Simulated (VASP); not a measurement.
Calculation: PBEsol GGA, VASP's PBE PAW potentials (set 64) (plane waves; VASP).

VASP ran on this input.

**INCAR**
```
SYSTEM = Ru
PREC = Accurate
ENCUT = 500
EDIFF = 1E-6
NELM = 100
ALGO = Normal
LREAL = .FALSE.
LASPH = .TRUE.
ISMEAR = 1
SIGMA = 0.1
GGA = PS
LMAXMIX = 4
LWAVE = .FALSE.
LCHARG = .FALSE.
IBRION = 2
ISIF = 3
NSW = 40
EDIFFG = -0.02
PSTRESS = 300
```

**POSCAR**
```
Ru
1
    1.3131544441    -2.2744503971    -0.0000000000
    1.3131544441     2.2744503971     0.0000000000
   -0.0000000000     0.0000000000     4.1488746974
Ru
2
Direct
  0.3333330000   0.6666670000   0.2500000000
  0.6666670000   0.3333330000   0.7500000000
```

KPOINTS:
```
K-points
0
gamma
  16 16 9
0 0 0
```

POTCAR, in this order: Ru_pv (PBE.64 set). Program: vasp_std.

The resulting files:

File OUTCAR:
```
 ion  position               nearest neighbor table
   1  0.333  0.667  0.250-   2 2.57   2 2.57   2 2.57   2 2.57   2 2.57   2 2.57
   2  0.667  0.333  0.750-   1 2.57   1 2.57   1 2.57   1 2.57   1 2.57   1 2.57
  LATTYP: Found a hexagonal cell.
 ALAT       =     2.6263090456
 C/A-ratio  =     1.5797359052
 Subroutine PRICEL returns:
 Original cell was already a primitive cell.
 Subroutine GETGRP returns: Found 24 space group operations
The static configuration has the point symmetry D_3d.
 The point group associated with its full space group is D_6h.
The dynamic configuration has the point symmetry D_3d.
 Subroutine INISYM returns: Found 24 space group operations
 Subroutine IBZKPT returns following result:
 Found    150 irreducible k-points:

 Following reciprocal coordinates:
            Coordinates               Weight
  0.000000  0.000000  0.000000      1.000000
  0.062500  0.000000  0.000000      6.000000
  0.125000  0.000000  0.000000      6.000000
  0.187500  0.000000  0.000000      6.000000
  0.250000  0.000000  0.000000      6.000000
  0.312500 -0.000000  0.000000      6.000000
  0.375000  0.000000  0.000000      6.000000
  0.437500  0.000000  0.000000      6.000000
  0.500000  0.000000  0.000000      3.000000
  0.062500  0.062500  0.000000      6.000000
  0.125000  0.062500  0.000000     12.000000
  0.187500  0.062500  0.000000     12.000000
  0.250000  0.062500  0.000000     12.000000
  0.312500  0.062500  0.000000     12.000000
  0.375000  0.062500  0.000000     12.000000
  0.437500  0.062500  0.000000     12.000000
  0.125000  0.125000  0.000000      6.000000
  0.187500  0.125000  0.000000     12.000000
  0.250000  0.125000  0.000000     12.000000
  0.312500  0.125000  0.000000     12.000000
  0.375000  0.125000  0.000000     12.000000
  0.437500  0.125000  0.000000      6.000000
...
```

**OSZICAR**
```
       N       E                     dE             d eps       ncg     rms          rms(c)
DAV:   1     0.279775909279E+03    0.27978E+03   -0.17771E+04  5400   0.171E+03
DAV:   2    -0.151714990079E+02   -0.29495E+03   -0.28896E+03  5770   0.493E+02
DAV:   3    -0.216067206238E+02   -0.64352E+01   -0.63102E+01  5624   0.793E+01
DAV:   4    -0.216667620358E+02   -0.60041E-01   -0.58260E-01  6704   0.688E+00
DAV:   5    -0.216676098526E+02   -0.84782E-03   -0.84778E-03  5834   0.714E-01    0.240E+01
DAV:   6    -0.203248821102E+02    0.13427E+01   -0.32029E+00  5476   0.192E+01    0.723E+00
DAV:   7    -0.201954505942E+02    0.12943E+00   -0.39164E-01  5578   0.612E+00    0.134E+00
DAV:   8    -0.201839741637E+02    0.11476E-01   -0.98806E-03  5522   0.125E+00    0.227E-01
DAV:   9    -0.201837867532E+02    0.18741E-03   -0.77383E-04  6936   0.311E-01    0.439E-02
DAV:  10    -0.201838050870E+02   -0.18334E-04   -0.19541E-05  5750   0.441E-02    0.785E-03
DAV:  11    -0.201838064074E+02   -0.13204E-05   -0.96652E-07  3672   0.952E-03    0.350E-03
DAV:  12    -0.201838059290E+02    0.47841E-06   -0.13359E-07  2858   0.330E-03
   1 F= -.15543322E+02 E0= -.15543480E+02  d E =-.155433E+02
```

### OUTCAR
```
------------------------ aborting loop because EDIFF is reached ----------------------------------------
  FORCE on cell =-STRESS in cart. coord.  units (eV):
  Direction    XX          YY          ZZ          XY          YZ          ZX
  --------------------------------------------------------------------------------------
  Total        4.6205001      4.6205008      4.6374372      0.0000000      0.0000000     -0.0000000
  in kB      298.7080799    298.7081277    299.8030392      0.0000000      0.0000000     -0.0000000
  external PRESSURE =      -0.9269177 kB  Pullay stress =     300.0000000 kB
  volume of cell :       24.78
      direct lattice vectors                 reciprocal lattice vectors
     1.313154444 -2.274450397  0.000000000     0.380762524 -0.219833328  0.000000000
     1.313154444  2.274450397  0.000000000     0.380762524  0.219833328  0.000000000
     0.000000000  0.000000000  4.148874697     0.000000000  0.000000000  0.241029212
 POSITION                                       TOTAL-FORCE (eV/Angst)
 -----------------------------------------------------------------------------------
      1.31315      0.75815      1.03722         0.000000     -0.000000      0.000000
      1.31315     -0.75815      3.11166        -0.000000      0.000000      0.000000
 -----------------------------------------------------------------------------------
    total drift:                               -0.000000      0.000465     -0.000045
  FREE ENERGIE OF THE ION-ELECTRON SYSTEM (eV)
  ---------------------------------------------------
  free  energy   TOTEN  =       -20.1838059290 eV

  energy  without entropy=      -20.1842799392  energy(sigma->0) =      -20.18396393
  enthalpy is  TOTEN    =       -15.5433220927 eV   P V=        4.6404838363

 reached required accuracy - stopping structural energy minimisation
```
(Selected blocks of OUTCAR.)

File OUTCAR:
```
 val. band max:       14.4618970698   @ k =   0.4375   0.0625   0.3333

 cond. band min:      14.4898850234   @ k =   0.2500   0.0625   0.2222


 Fermi energy:        14.4659131913

 k-point     1 :       0.0000    0.0000    0.0000
  band No.  band energies     occupation
      1     -29.5594      2.00000
      2     -28.2977      2.00000
      3     -28.2977      2.00000
      4     -28.0697      2.00000
      5     -28.0697      2.00000
      6     -28.0075      2.00000
      7       5.8315      2.00000
      8       7.4356      2.00000
      9      11.4379      2.00000
     10      11.4379      2.00000
     11      11.6719      2.00000
     12      12.2385      2.00000
     13      12.2385      2.00000
     14      12.8339      2.00000
     15      12.8339      2.00000
     16      15.8049     -0.00000
     17      15.8049     -0.00000
     18      15.8384     -0.00000

 k-point     2 :       0.0625    0.0000    0.0000
  band No.  band energies     occupation
      1     -29.5414      2.00000
      2     -28.3368      2.00000
      3     -28.3109      2.00000
      4     -28.1104      2.00000
      5     -28.0747      2.00000
      6     -28.0158      2.00000
      7       5.9922      2.00000
      8       7.5606      2.00000
      9      11.1153      2.00000
     10      11.5717      2.00000
     11      11.9511      2.00000
     12      12.1651      2.00000
     13      12.3627      2.00000
     14      12.6651      2.00000
     15      12.7283      2.00000
     16      14.4507      1.25385
     17      15.8743     -0.00000
     18      17.4100      0.00000

 k-point     3 :       0.1250    0.0000    0.0000
  band No.  band energies     occupation
      1     -29.4887      2.00000
      2     -28.4480      2.00000
      3     -28.3476      2.00000
      4     -28.2249      2.00000
      5     -28.0898      2.00000
      6     -28.0409      2.00000
      7       6.4483      2.00000
      8       7.8911      2.00000
      9      10.6632      2.00000
...
```

The compound is Ru in the hcp structure. It was relaxed first under an external pressure of 30 GPa.
